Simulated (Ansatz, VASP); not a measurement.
## HfTeSe in two plane-wave programs

Wanted: the spread between two codes on one cell, functional and k mesh. The cell is taken from a series of runs on this material, whose earlier steps may have relaxed, scaled, displaced or heated it; both programs get it as it stands.

Method: plane waves, with VASP 6.6.1 beside it; PBEsol, in Ansatz 0.2.0.

## Step 1: Starting point

The cell holds 3 atoms: 1 Hf, 1 Se and 1 Te. Cell: a = 3.869 Å, b = 3.869 Å, c = 30.000 Å, α = 90.0°, β = 90.0°, γ = 120.0°. Vacuum lies along c.

## Step 2: Ansatz: zone-centre phonons, PBEsol

Ansatz runs on its PAW soft_1 files.

Second derivatives magnify differences that forces hide, and they need a tight electronic threshold.

The input, input.yaml:

```yaml
crystal:
  lattice:
    - [3.868549087, 0.0, 0.0]
    - [-1.9342745435, 3.3502617851, 0.0]
    - [0.0, 0.0, 30.0]
  atoms:
    - { symbol: Hf, position: [0.0, 0.0, 0.3365001386] }
    - { symbol: Se, position: [0.3333333333, 0.6666666667, 0.3846039964] }
    - { symbol: Te, position: [0.6666666667, 0.3333333333, 0.2755625318] }
  periodic: [true, true, false]
kpoints:
  mp_grid: { grid: [12, 12, 1] }
hamiltonian:
  xc: pbesol
  pseudopotentials: { kind: paw, azcp: { folder: soft_1 }, xc_functional: pbe }
scf:
  occupations: { method: methfessel_paxton, width: 0.2 }
output:
  eigenvalues: true
phonons:
  method: dfpt
```

Command:

```console
ansatz run input.yaml --threads 4 --pin off --max-ram 16384MiB --backend cpu --events-out ev --progress --plain --runs-dir out
```

Numbers of over 12 decimals in the logs are rounded to 6 here.

The log of the run:

```text
Engine: ansatz 0.2.0, x86_64-unknown-linux-gnu
Pseudopotentials: kind: paw
Pseudopotential: Hf, paw, valence charge 26, recommended cutoff 420 eV (normal), soft_1/Hf.paw.azcp
Pseudopotential: Se, paw, valence charge 16, recommended cutoff 420 eV (normal), soft_1/Se.paw.azcp
Pseudopotential: Te, paw, valence charge 16, recommended cutoff 420 eV (normal), soft_1/Te.paw.azcp
Functional definition: PBEsol
  exchange = pbesol_x
  correlation = pbesol_c
Crystal: 3 atoms, lattice volume = 388.820 Å³
Basis set: ecut = 420 eV, 7685 PW (Γ), exchange–correlation on 54×54×432 points (8 copies of the dense FFT grid, shifted against one another)
Bands: 35, of which v1, the nominal top of the filled ones, is band 29 counted from 1 (28 counted from 0)
Symmetry: 6 space group operations
k-points: 43 of 144 (irreducible under 2 space group operations, time reversal used)
Non-local potential: Hf, projectors of the file, l = 0: 3, l = 1: 2, l = 2: 2, l = 3: 3
Non-local potential: Se, projectors of the file, l = 0: 2, l = 1: 2, l = 2: 3, l = 3: 1
Non-local potential: Te, projectors of the file, l = 0: 2, l = 1: 2, l = 2: 2, l = 3: 1
PAW form: soft (Blöchl's): semilocal exchange-correlation on the pseudo side does not see the compensation charge
PAW frozen core: Hf, regenerated for the run's functional, and the local potential with it (the file was generated under x = pbe(κ = 0.804, μ = 0.219515), c = pbe(β = 0.066725))
PAW frozen core: Se, regenerated for the run's functional, and the local potential with it (the file was generated under x = pbe(κ = 0.804, μ = 0.219515), c = pbe(β = 0.066725))
PAW frozen core: Te, regenerated for the run's functional, and the local potential with it (the file was generated under x = pbe(κ = 0.804, μ = 0.219515), c = pbe(β = 0.066725))
PAW one-centre angular grid: Hf, 590 points (default); XC on 64 Gauss nodes
PAW one-centre angular grid: Se, 590 points (default); XC on 64 Gauss nodes
PAW one-centre angular grid: Te, 590 points (default); XC on 64 Gauss nodes
Initial density: superposition of atomic densities (neutral atoms: chi_scale 0, normalization atom)
Initial wavefunctions: pseudopotential atomic-orbital guess
Functional: x = pbesol(κ = 0.804, μ = 0.123457), c = pbesol(β = 0.046)
iter 1 solved again at ethr=2.60e-3 eV; its pass at ethr=3.10e-3 eV (dr2=1.51e0 eV) is discarded
SCF iter   1: F=—  HF=-27928.145348 eV  |F-HF|=—  |Δ(HF+E_count)|=         —  Δρ=1.61e-2  dr2=1.52e0  ethr=2.60e-3  ⟨swp⟩=1.0  Hψ=10438  notcnv=0
preconditioner: auto → LDOS  [insulator: Δε(μ)=0.378 eV  Ē_g=11.574 eV  σ=0.200 eV  W_gap=0.99  n_scr=60 (ndim 8)  ℏωp=10.3 eV  f_vac=0.762  D(μ)=0.14/eV (n_scr^D=2)  ε∞_Penn≈1.8  β→1.0]
SCF iter   2: F=—  HF=-27928.297378 eV  |F-HF|=—  |Δ(HF+E_count)|=   1.52e-1  S|Δr|=    0.00e0  Δρ=1.63e-2  dr2=1.92e0  ethr=2.60e-3  ⟨swp⟩=4.5  Hψ=4416  notcnv=0  defer=23
SCF iter   3: F=—  HF=-27927.729017 eV  |F-HF|=—  |Δ(HF+E_count)|=   5.68e-1  S|Δr|=    0.00e0  Δρ=3.06e-3  dr2=1.03e-1  ethr=2.60e-3  ⟨swp⟩=3.9  Hψ=3340  notcnv=0  defer=45
SCF iter   4: F=—  HF=-27927.713080 eV  |F-HF|=—  |Δ(HF+E_count)|=   1.59e-2  S|Δr|=    0.00e0  Δρ=1.40e-3  dr2=4.32e-2  ethr=1.77e-4  ⟨swp⟩=2.8  Hψ=3087  notcnv=0  defer=45
SCF iter   5: F=—  HF=-27927.706783 eV  |F-HF|=—  |Δ(HF+E_count)|=   6.30e-3  S|Δr|=    0.00e0  Δρ=5.89e-4  dr2=1.33e-3  ethr=7.45e-5  ⟨swp⟩=2.6  Hψ=1881  notcnv=0  defer=43
SCF iter   6: F=—  HF=-27927.706798 eV  |F-HF|=—  |Δ(HF+E_count)|=   1.46e-5  S|Δr|=    0.00e0  Δρ=1.81e-4  dr2=6.37e-5  ethr=2.30e-6  ⟨swp⟩=3.0  Hψ=3272  notcnv=0  defer=43
SCF iter   7: F=—  HF=-27927.706824 eV  |F-HF|=—  |Δ(HF+E_count)|=   2.64e-5  S|Δr|=    0.00e0  Δρ=5.28e-5  dr2=4.99e-6  ethr=1.10e-7  ⟨swp⟩=3.3  Hψ=3137  notcnv=0  defer=43
SCF iter   8: F=—  HF=-27927.706902 eV  |F-HF|=—  |Δ(HF+E_count)|=   7.72e-5  S|Δr|=    0.00e0  Δρ=1.37e-5  dr2=4.45e-7  ethr=8.61e-9  ⟨swp⟩=3.0  Hψ=3107  notcnv=0  defer=43
SCF iter   9: F=—  HF=-27927.706902 eV  |F-HF|=—  |Δ(HF+E_count)|=   9.72e-7  S|Δr|=    0.00e0  Δρ=4.32e-6  dr2=4.08e-8  ethr=7.67e-10  ⟨swp⟩=3.0  Hψ=3136  notcnv=0  defer=43
SCF iter  10: F=—  HF=-27927.706903 eV  |F-HF|=—  |Δ(HF+E_count)|=   2.66e-7  S|Δr|=    0.00e0  Δρ=1.13e-6  dr2=4.72e-9  ethr=7.04e-11  ⟨swp⟩=3.3  Hψ=3188  notcnv=0  defer=43
SCF iter  11: F=—  HF=-27927.706903 eV  |F-HF|=—  |Δ(HF+E_count)|=   3.86e-8  S|Δr|=    0.00e0  Δρ=2.94e-7  dr2=2.48e-10  ethr=8.13e-12  ⟨swp⟩=2.9  Hψ=2975  notcnv=0  defer=43
SCF iter  12: F=—  HF=-27927.706903 eV  |F-HF|=—  |Δ(HF+E_count)|=   6.52e-9  S|Δr|=    0.00e0  Δρ=8.32e-8  dr2=3.45e-11  ethr=1.00e-12  ⟨swp⟩=3.4  Hψ=3020  notcnv=0  defer=43
SCF iter  13: F=—  HF=-27927.706903 eV  |F-HF|=—  |Δ(HF+E_count)|=   1.03e-9  S|Δr|=    0.00e0  Δρ=4.54e-8  dr2=4.91e-11  ethr=1.00e-12  ⟨swp⟩=22.1  Hψ=11607  notcnv=0
SCF iter  14: F=-27927.706903 eV  HF=-27927.706903 eV  |F-HF|=2.18e-11  |Δ(HF+E_count)|=  3.13e-10  S|Δr|=    0.00e0  Δρ=1.57e-8  dr2=2.09e-12  ethr=1.00e-12  ⟨swp⟩=8.1  Hψ=8784  notcnv=0
SCF 1 converged in 14 iterations: F = -27927.706903 eV  dr2 = 2.09e-12
  greatest PAW one-centre occupation: 1.000 electrons in one spin orbital (limit 2), on the Se atom at site 1 (counted from 0), in its partial waves of l = 2
DFPT response loops at Γ: preconditioner auto → none (partly filled bands, converged f_vac=0.769); β = 0.50; Broyden in place of MSR1
SCF converged after 14 iterations
Stability not checked: this state was not tested for a lower state beside it, because cold or Methfessel-Paxton smearing, or corrected tetrahedra, fill the levels in a way that the test cannot read (fill_not_monotonic; see scf.lower_state_search)
Free energy (F): -27927.706903 eV
Harris-Foulkes:  -27927.706903 eV  (|F-HF|=2.18e-11)
Internal energy: -27927.707337 eV  (E = F + TS)
E sigma→0 (E₀):  -27927.707011 eV
Entropy (-TS):   0.000434 eV (0.145 meV/atom)
Fermi energy:    -4.832392 eV
--- Per-component energies (eV) ---
  E_band       = -1699.514763
  E_kinetic    = 688.962831
  E_local      = -152239.472960  (includes V_loc(G=0)·N_el)
  E_nonlocal   = -217.161691
  E_hartree    = 75580.786476
  E_xc         = -469.303007
  E_vxc        = -445.052802  (∫ρ·V_xc dr)
  E_paw        = -14256.968401  (= ΣΔE_a)
  E_vpaw       = -648.362703  (= ΣTr[D̂ρ^β])
  E_aug_tail   = -0.000197  (compensation charges beyond the density's cutoff)
  E_ewald      = 62982.815294
  E_core_change = 2.634319  (= ΣΔE_core)
  E_smearing   = 0.000434  (= −TS)
  E_closure    = 0.000000  (closes the sum)
  Σ components = -27927.706903   (vs F -27927.706903, Δ=0.00e0)
--- Band table (eV; the first three rows and the last of 43) ---
  k-point 0: bands = [... 25 lower, -7.8424, -6.5093, -4.7099, -4.7099, -4.0086, -4.0086, -3.5365, -1.4268, ... 2 higher]
  k-point 1: bands = [... 25 lower, -7.8195, -6.3388, -5.4552, -5.0517, -3.9523, -3.6468, -3.2562, -1.3096 (-1.3096°), ... 2 higher]
  k-point 2: bands = [... 25 lower, -7.7688, -6.6609, -6.0603, -5.5088, -4.1388, -3.1542, -2.9164, -1.5544 (-1.5544°), ... 2 higher]
  k-point 42: bands = [... 25 lower, -8.2711, -7.7140, -7.3542, -6.7505, -3.5832, -3.0442, -2.3837, -1.3386, ... 2 higher]
  ° read free of the cell's end (the report's vacuum.weakly_bound_levels)
--- Phonons (Γ-DFPT): 6 representative perturbations + reference, on 43 of 144 k-points (Σ response iterations 27) ---
  k mesh reduced under 2 symmetry operations, with k and −k counted as one. Each operation leaves every solved perturbation unchanged. A smaller set is not used because it would not reduce the number of displacements times k-points to solve
  ASR residual: 2.467e-5 → 0.000e0 eV/Å²; symmetrization residual: 3.804e-5 eV/Å²
  ASR residual per site (eV/Å²): 1.96e-6 2.47e-5 1.59e-5
  Γ frequencies (cm⁻¹): 0.00 0.00 0.00 89.62 89.62 138.92 138.92 158.90 201.51
  non-analytic LO–TO correction: not included (Born effective charges unavailable; polar crystals: no LO–TO splitting at Γ)
```

(Part 1 of 2 ends here.)

[Lines on the potential files, build, host, timing and source positions are cut from VASP's logs without a mark.]

[Logs are printed without paths, hosts, clocks, repeated set-up lines and the standing remarks that a program may print on its own settings, such as how far it seeks lower states.]

[Hosts, paths, dates, database ids (printed as entryN), source tags and the programs' standing remarks are cut or masked in the printed files.]
